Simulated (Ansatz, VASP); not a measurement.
**WCl: VASP beside Ansatz**

```
CELL_PARAMETERS angstrom
3.58281 0.00000 0.00000
-1.79141 3.10281 0.00000
0.00000 0.00000 3.50616
ATOMIC_POSITIONS crystal
W 0.00000 0.00000 0.00000
Cl 0.66667 0.33333 0.50000
```

The cell was built by a generator and needn't be a form met in nature.

Alike in both runs: functional r2SCAN; k mesh 11 × 11 × 10; no spin polarisation.

Ansatz relaxed the structure, and its values are those at the end. VASP's run is a single point on that final structure, the one shown.

|  | VASP | Ansatz |
| --- | --- | --- |
| version | VASP 6.6.1 | Ansatz 0.2.0 |
| potentials or method | VASP PAW PBE potentials, release 64 (W_sv, Cl) | PAW plane waves |
| plane-wave cutoff (eV) | 520 | 500 |
| occupations | fermi-dirac, width 0.1 eV | fermi-dirac |
| valence electrons in the cell | 21 | 21 |

```tsv
	VASP	Ansatz	Ansatz less VASP
pressure (GPa)	-18.3	-19.0	-0.68
```

Ansatz warned: «stress_scf_threshold_loose».

Caveats: so large a pressure means that the cell lies far from this level's equilibrium, or that cutoff or potentials fall short (VASP); the potentials were made for another functional, which shifts forces and pressure (VASP); an odd number of electrons without spin polarisation forces a metal; a magnetic or distorted state may lie lower. The runs have no spin-orbit coupling, so splittings on W are missing.
